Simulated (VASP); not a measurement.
Here is the system:

```
Gd
1.0
    1.84819    -3.20116     0.00000
    1.84819     3.20116     0.00000
    0.00000     0.00000     5.63987
Gd
2
Direct
  0.33333   0.66667   0.25000
  0.66667   0.33333   0.75000
```

Calculation: r2SCAN meta-GGA, VASP's PBE PAW potentials (set 64) (plane waves; VASP). Settings: 480 eV cut-off, 10×10×6 Γ-centred mesh, first-order Methfessel-Paxton smearing of 0.10 eV, potentials Gd_3.

The 4f electrons are frozen in the core of the lanthanide potential, so 4f levels, which can set the real gap, and their magnetism are missing. Energy and stress use the plane-wave basis of the starting cell.

Problem. The ions, cell shape and volume at an external pressure of 1.0 GPa are relaxed. Predict the relaxed structure.

Solution. 
```
Gd
1.0
    1.83316    -3.17513     0.00000
    1.83316     3.17513     0.00000
    0.00000     0.00000     5.59396
Gd
2
Direct
  0.33333   0.66667   0.25000
  0.66667   0.33333   0.75000
```
Space group P6_3/mmc (194), at a tolerance of 0.03 Å.

Problem. How do energy and volume change from the first to the last step?

Solution. The energy (σ→0) changes by +2.4 meV/atom and the volume by -2.4 %, in 4 ionic steps.

The compound is Gd in the hcp structure. This run relaxes it under an external pressure of 1 GPa. Symmetry was kept, so distortions that lower it aren't found.
